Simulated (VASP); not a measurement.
# Sr3Pm (P6_3/mmc) in VASP: atomic charges with PBE+D2+U

Aim: the atomic charges of Sr3Pm with PBE+D2+U.

Program: VASP 6.6.1. These are calculated values, not measurements. Logs are shortened: lines on timing, memory, paths and dates and some standing lists are left out, and cuts for length are marked.

## 1. The structure

Symmetry: P6_3/mmc, No. 194, hexagonal system. Conventional cell: a = 8.180 Å, b = 8.180 Å, c = 6.564 Å, α = 90.00°, β = 90.00°, γ = 120.00°. Pm (site symmetry -6m2) has 12 Sr at 4.00 to 4.09 Å as nearest neighbours. Sr (site symmetry mm2) is surrounded by 8 Sr at 3.97 to 4.21 Å and 4 Pm at 4.00 to 4.09 Å.

The cell comes from a database or a generator and needn't be the stable form of this composition.

## 2. Atomic charges, PBE+D2+U, collinear spin, zero start

Input file INCAR:

```
SYSTEM = Sr3Pm
PREC = Accurate
ENCUT = 520
EDIFF = 1E-6
ISMEAR = -5
SIGMA = 0.005
LREAL = .FALSE.
LASPH = .TRUE.
NELM = 120
ALGO = Fast
ISIF = 2
LWAVE = .FALSE.
LCHARG = .TRUE.
ISPIN = 2
MAGMOM = 0 0 0 0 0 0 0 0
LORBIT = 10
LMAXMIX = 6
LDAU = .TRUE.
LDAUTYPE = 2
LDAUL = 3 -1
LDAUU = 4 0
LDAUJ = 0 0
LDAUPRINT = 1
GGA = PE
IVDW = 1
LELF = .TRUE.
LVHAR = .TRUE.
```

Input file KPOINTS:

```
Automatic mesh
0
G
  4 4 4
  0 0 0
```

Input file POSCAR:

```
Sr3Pm
1.0
    8.1795939149      0.0000000000      0.0000000000
   -4.0897969574      7.0837361229      0.0000000000
    0.0000000000      0.0000000000      6.5639580000
Pm Sr
2 6
Cartesian
   -0.0000000004      4.7224907488      4.9229685000
    4.0897969579      2.3612453741      1.6409895000
    0.0000000000      2.4310320522      1.6409895000
   -1.9844614428      5.8682200968      1.6409895000
    1.9844614429      5.8682200968      1.6409895000
    4.0897969575      4.6527040707      4.9229685000
    6.0742584003      1.2155160261      4.9229685000
    2.1053355146      1.2155160261      4.9229685000
```

Potentials or basis: VASP PAW PBE potentials, release 64 (Pm_3, Sr_sv), 4f in core.

Command:

```bash
> cat potpaw_PBE.64/Pm_3/POTCAR potpaw_PBE.64/Sr_sv/POTCAR > POTCAR
> mpirun -np 1 vasp_std > vasp.out
```

OUTCAR:

```text
SYSTEM = Sr3Pm
   PREC = Accurate
   ENCUT = 520
   EDIFF = 1E-6
   ISMEAR = -5
   LREAL = .FALSE.
   LASPH = .TRUE.
   NELM = 120
   ISIF = 2
   ISPIN = 2
   LORBIT = 10
   GGA = PE
   IVDW = 1
  IVDW =   1

 ion  position               nearest neighbor table
   1  0.333  0.667  0.750-   4 4.00   4 4.00   3 4.00   3 4.00   5 4.00   5 4.00   6 4.09   8 4.09
                             7 4.09   7 4.09   8 4.09   6 4.09
   2  0.667  0.333  0.250-   7 4.00   7 4.00   6 4.00   6 4.00   8 4.00   8 4.00   3 4.09   5 4.09
                             4 4.09   4 4.09   5 4.09   3 4.09
   3  0.172  0.343  0.250-   4 3.97   5 3.97   1 4.00   1 4.00   7 4.08   7 4.08   8 4.08   8 4.08
                             2 4.09   2 4.09   5 4.21   4 4.21
   4  0.172  0.828  0.250-   3 3.97   5 3.97   1 4.00   1 4.00   6 4.08   6 4.08   8 4.08   8 4.08
                             2 4.09   2 4.09   5 4.21   3 4.21
   5  0.657  0.828  0.250-   3 3.97   4 3.97   1 4.00   1 4.00   6 4.08   6 4.08   7 4.08   7 4.08
                             2 4.09   2 4.09   4 4.21   3 4.21
   6  0.828  0.657  0.750-   7 3.97   8 3.97   2 4.00   2 4.00   4 4.08   4 4.08   5 4.08   5 4.08
                             1 4.09   1 4.09   8 4.21   7 4.21
   7  0.828  0.172  0.750-   6 3.97   8 3.97   2 4.00   2 4.00   3 4.08   3 4.08   5 4.08   5 4.08
                             1 4.09   1 4.09   8 4.21   6 4.21
   8  0.343  0.172  0.750-   6 3.97   7 3.97   2 4.00   2 4.00   3 4.08   3 4.08   4 4.08   4 4.08
                             1 4.09   1 4.09   7 4.21   6 4.21

  LATTYP: Found a hexagonal cell.
 ALAT       =     8.1795939149
 C/A-ratio  =     0.8024796913

  Lattice vectors:

 A1 = (   8.1795939149,   0.0000000000,   0.0000000000)
 A2 = (  -4.0897969574,   7.0837361229,   0.0000000000)
 A3 = (   0.0000000000,   0.0000000000,   6.5639580000)

Analysis of symmetry for initial positions (statically):
=====================================================================
 Subroutine PRICEL returns:
 Original cell was already a primitive cell.

 Routine SETGRP: Setting up the symmetry group for a
 hexagonal supercell.

 Subroutine GETGRP returns: Found 24 space group operations
 (whereof 12 operations were pure point group operations)
 out of a pool of 24 trial point group operations.

The static configuration has the point symmetry D_3d.
 The point group associated with its full space group is D_6h.

Analysis of symmetry for dynamics (positions and initial velocities):
=====================================================================
 Subroutine PRICEL returns:
 Original cell was already a primitive cell.

 Routine SETGRP: Setting up the symmetry group for a
 hexagonal supercell.

 Subroutine GETGRP returns: Found 24 space group operations
 (whereof 12 operations were pure point group operations)
 out of a pool of 24 trial point group operations.

The dynamic configuration has the point symmetry D_3d.
 The point group associated with its full space group is D_6h.

Analysis of structural, dynamic, and magnetic symmetry:
=====================================================================
 Subroutine PRICEL returns:
 Original cell was already a primitive cell.

 Routine SETGRP: Setting up the symmetry group for a
 hexagonal supercell.

[... 220 lines left out ...]
  o =  0.0000  v =  0.0000  1.0000  0.0000  0.0000  0.0000  0.0000  0.0000  0.0000  0.0000  0.0000  0.0000  0.0000  0.0000  0.0000      0.0000  0.0000  0.0000  0.0000  0.0000  0.0000  0.0000  0.0000  0.0000  0.0000  0.0000  0.0000  0.0000  0.0000
  o =  0.0000  v =  0.0000  0.0000  1.0000  0.0000  0.0000  0.0000  0.0000  0.0000  0.0000  0.0000  0.0000  0.0000  0.0000  0.0000      0.0000  0.0000  0.0000  0.0000  0.0000  0.0000  0.0000  0.0000  0.0000  0.0000  0.0000  0.0000  0.0000  0.0000
  o =  0.0000  v =  0.0000  0.0000  0.0000  1.0000  0.0000  0.0000  0.0000  0.0000  0.0000  0.0000  0.0000  0.0000  0.0000  0.0000      0.0000  0.0000  0.0000  0.0000  0.0000  0.0000  0.0000  0.0000  0.0000  0.0000  0.0000  0.0000  0.0000  0.0000
  o =  0.0000  v =  0.0000  0.0000  0.0000  0.0000  1.0000  0.0000  0.0000  0.0000  0.0000  0.0000  0.0000  0.0000  0.0000  0.0000      0.0000  0.0000  0.0000  0.0000  0.0000  0.0000  0.0000  0.0000  0.0000  0.0000  0.0000  0.0000  0.0000  0.0000
  o =  0.0000  v =  0.0000  0.0000  0.0000  0.0000  0.0000  1.0000  0.0000  0.0000  0.0000  0.0000  0.0000  0.0000  0.0000  0.0000      0.0000  0.0000  0.0000  0.0000  0.0000  0.0000  0.0000  0.0000  0.0000  0.0000  0.0000  0.0000  0.0000  0.0000
  o =  0.0000  v =  0.0000  0.0000  0.0000  0.0000  0.0000  0.0000  1.0000  0.0000  0.0000  0.0000  0.0000  0.0000  0.0000  0.0000      0.0000  0.0000  0.0000  0.0000  0.0000  0.0000  0.0000  0.0000  0.0000  0.0000  0.0000  0.0000  0.0000  0.0000
  o =  0.0000  v =  0.0000  0.0000  0.0000  0.0000  0.0000  0.0000  0.0000  1.0000  0.0000  0.0000  0.0000  0.0000  0.0000  0.0000      0.0000  0.0000  0.0000  0.0000  0.0000  0.0000  0.0000  0.0000  0.0000  0.0000  0.0000  0.0000  0.0000  0.0000
  o =  0.0000  v =  0.0000  0.0000  0.0000  0.0000  0.0000  0.0000  0.0000  0.0000  1.0000  0.0000  0.0000  0.0000  0.0000  0.0000      0.0000  0.0000  0.0000  0.0000  0.0000  0.0000  0.0000  0.0000  0.0000  0.0000  0.0000  0.0000  0.0000  0.0000
  o =  0.0000  v =  0.0000  0.0000  0.0000  0.0000  0.0000  0.0000  0.0000  0.0000  0.0000  1.0000  0.0000  0.0000  0.0000  0.0000      0.0000  0.0000  0.0000  0.0000  0.0000  0.0000  0.0000  0.0000  0.0000  0.0000  0.0000  0.0000  0.0000  0.0000
  o =  0.0000  v =  0.0000  0.0000  0.0000  0.0000  0.0000  0.0000  0.0000  0.0000  0.0000  0.0000  1.0000  0.0000  0.0000  0.0000      0.0000  0.0000  0.0000  0.0000  0.0000  0.0000  0.0000  0.0000  0.0000  0.0000  0.0000  0.0000  0.0000  0.0000
  o =  0.0000  v =  0.0000  0.0000  0.0000  0.0000  0.0000  0.0000  0.0000  0.0000  0.0000  0.0000  0.0000  1.0000  0.0000  0.0000      0.0000  0.0000  0.0000  0.0000  0.0000  0.0000  0.0000  0.0000  0.0000  0.0000  0.0000  0.0000  0.0000  0.0000
  o =  0.0000  v =  0.0000  0.0000  0.0000  0.0000  0.0000  0.0000  0.0000  0.0000  0.0000  0.0000  0.0000  0.0000  1.0000  0.0000      0.0000  0.0000  0.0000  0.0000  0.0000  0.0000  0.0000  0.0000  0.0000  0.0000  0.0000  0.0000  0.0000  0.0000
  o =  0.0000  v =  0.0000  0.0000  0.0000  0.0000  0.0000  0.0000  0.0000  0.0000  0.0000  0.0000  0.0000  0.0000  0.0000  1.0000      0.0000  0.0000  0.0000  0.0000  0.0000  0.0000  0.0000  0.0000  0.0000  0.0000  0.0000  0.0000  0.0000  0.0000

 number of electron      82.0000002 magnetization       0.0003506

 Free energy of the ion-electron system (eV)
  ---------------------------------------------------
  ext. energy  EPLUGINS =         0.00000000
  ---------------------------------------------------
  free energy    TOTEN  =       -17.86064751 eV

  energy without entropy =      -17.86064751  energy(sigma->0) =      -17.86064751

 E-fermi :   1.9878     XC(G=0):  -7.9642

 val. band max:        1.9380603503   @ k =   0.5000  -0.0000   0.2500
 cond. band min:       1.9538027120   @ k =   0.2500   0.2500   0.0000
 fundamental gap:      0.0157423617
 Fermi energy:         1.9878393030

 spin component 1

 k-point     1 :       0.0000    0.0000    0.0000
  band No.  band energies     occupation
      1     -38.4357      1.00000
      2     -38.4356      1.00000
      3     -34.1889      1.00000
      4     -34.1715      1.00000
      5     -34.1708      1.00000
      6     -34.1708      1.00000
[... 613 lines left out ...]
     48       2.8379      0.00000
     49       3.0151      0.00000
 Fermi energy:         1.9878393030

 spin component 2

 k-point     1 :       0.0000    0.0000    0.0000
  band No.  band energies     occupation
      1     -38.4357      1.00000
      2     -38.4356      1.00000
      3     -34.1889      1.00000
      4     -34.1715      1.00000
      5     -34.1708      1.00000
      6     -34.1708      1.00000
[... 613 lines left out ...]
     48       2.8368      0.00000
     49       2.8836      0.00000

------------------------ aborting loop because EDIFF is reached ----------------------------------------

  DFT-D2 method for vdW energy calculation

  Number of pair interactions contributing to vdW energy:   49330

  Edisp (eV):   -4.25021

  FORCE on cell =-STRESS in cart. coord.  units (eV):
  Direction    XX          YY          ZZ          XY          YZ          ZX
  --------------------------------------------------------------------------------------
  -------------------------------------------------------------------------------------
  Total      -8.08119    -8.08119    -7.90678    -0.00000     0.00000     0.00000
  in kB     -34.04284   -34.04284   -33.30813    -0.00000     0.00000     0.00000
  external pressure =      -33.80 kB  Pullay stress =        0.00 kB

 VOLUME and BASIS-vectors are now :
 -----------------------------------------------------------------------------
  energy-cutoff  :      520.00
  volume of cell :      380.33
      direct lattice vectors                 reciprocal lattice vectors
     8.179593915  0.000000000  0.000000000     0.122255458  0.070584222  0.000000000
    -4.089796957  7.083736123  0.000000000     0.000000000  0.141168443  0.000000000
     0.000000000  0.000000000  6.563958000     0.000000000  0.000000000  0.152347105

 POSITION                                       TOTAL-FORCE (eV/Angst)
 -----------------------------------------------------------------------------------
     -0.00000      4.72249      4.92297         0.000000     -0.000000      0.000000
      4.08980      2.36125      1.64099        -0.000000      0.000000      0.000000
     -0.00000      2.43103      1.64099         0.000000      0.148869      0.000000
     -1.98446      5.86822      1.64099         0.128924     -0.074434      0.000000
      1.98446      5.86822      1.64099        -0.128924     -0.074434      0.000000
      4.08980      4.65270      4.92297        -0.000000     -0.148869      0.000000
      6.07426      1.21552      4.92297        -0.128924      0.074434      0.000000
      2.10534      1.21552      4.92297         0.128924      0.074434      0.000000
 -----------------------------------------------------------------------------------
    total drift:                                0.000000     -0.000000      0.000000

  FREE ENERGIE OF THE ION-ELECTRON SYSTEM (eV)
  ---------------------------------------------------
  free  energy   TOTEN  =       -22.1108532455 eV

  energy  without entropy=      -22.1108532455  energy(sigma->0) =      -22.11085325

 total charge

# of ion       s       p       d       tot
------------------------------------------
    1        2.253   6.003   0.917   9.172
    2        2.253   6.003   0.917   9.172
    3        2.065   5.717   0.168   7.949
    4        2.065   5.717   0.168   7.949
    5        2.065   5.717   0.168   7.949
    6        2.065   5.717   0.168   7.949
    7        2.065   5.717   0.168   7.949
    8        2.065   5.717   0.168   7.949
--------------------------------------------------
tot         16.892  46.306   2.841  66.039

 magnetization (x)

# of ion       s       p       d       tot
------------------------------------------
    1        0.000   0.000   0.000   0.000
    2        0.000   0.000   0.000   0.000
    3        0.000   0.000   0.000   0.000
    4        0.000   0.000   0.000   0.000
    5        0.000   0.000   0.000   0.000
    6        0.000   0.000   0.000   0.000
    7        0.000   0.000   0.000   0.000
    8        0.000   0.000   0.000   0.000
--------------------------------------------------
tot          0.000   0.000   0.000   0.000
```

It took 15 min on 1 thread of Intel Xeon 6975P-C (Granite Rapids), shared host; peak memory 0.82 GiB.

What came out:

- Free energy: -22.1109 eV
- Pressure: -3.4 GPa
- Largest force: 0.149 eV/Å
- Band gap on the k mesh: none (metal or under the smearing width)
- Net moment: 0.00 μB per cell
- Valence electrons inside the program's atomic spheres: Pm 9.17; Sr 7.95
- Dispersion energy per atom: -0.531 eV

Forces in eV/Å, atoms in the order of the input:
```
Pm   0.000  0.000  0.000
Pm   0.000  0.000  0.000
Sr   0.000  0.149  0.000
Sr   0.129 -0.074  0.000
Sr  -0.129 -0.074  0.000
Sr   0.000 -0.149  0.000
Sr  -0.129  0.074  0.000
Sr   0.129  0.074  0.000
```

Eigenvalues of the final occupation matrices:
| site | spin | trace | eigenvalues |
| --- | --- | --- | --- |
| site 1 f | 1 | 0.00 | 0.00 0.00 0.00 0.00 0.00 0.00 0.00 |
| site 1 f | 2 | 0.00 | 0.00 0.00 0.00 0.00 0.00 0.00 0.00 |
| site 2 f | 1 | 0.00 | 0.00 0.00 0.00 0.00 0.00 0.00 0.00 |
| site 2 f | 2 | 0.00 | 0.00 0.00 0.00 0.00 0.00 0.00 0.00 |

Caveat: the magnetic or orbital state may not be the lowest; atom-pairwise D2, TS and ULG terms overbind metals; U is put on an f shell that these potentials keep in the core, so it has next to no effect; spin-orbit coupling is left out, which moves the levels of the heavy elements; the 4f electrons are frozen in the core as for a trivalent ion, so they carry no moment and show no levels; pairwise dispersion overbinds metals, which lowers pressure and volume; the U is typed as a test and isn't derived for this compound; tetrahedron occupations give inexact forces and stress in metals.
